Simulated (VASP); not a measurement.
Data:

```xyz
4
Lattice="3.1674 0.0000 0.0000 -1.5837 2.7431 0.0000 0.0000 0.0000 5.6505" Properties=species:S:1:pos:R:3 pbc="T T T"
Zr     0.0000     0.0000     5.6505
Zr     0.0000     0.0000     2.8252
N      0.0000     1.8287     1.4126
N      1.5837     0.9144     4.2379
```

Level of theory: PBEsol GGA, VASP's PBE PAW potentials (set 64) (plane waves; VASP). Run with 520 eV cut-off, 12×12×6 Γ-centred mesh, tetrahedra with Blöchl corrections, potentials Zr_sv N.

Task: Estimate the energy per atom (σ→0), band gap (on the k-mesh) with the smallest direct gap where there is one.

Result: 
```json
{
  "band gap (on the k-mesh)": "none (metal, semimetal or under 0.01 eV)",
  "energy per atom (σ→0)": "-10.405 eV/atom"
}
```

The structure was generated: ZrN was put into the NiAs type type (P6_3/mmc), which need not be its known phase. It was relaxed first, which changed the volume by -32 %.
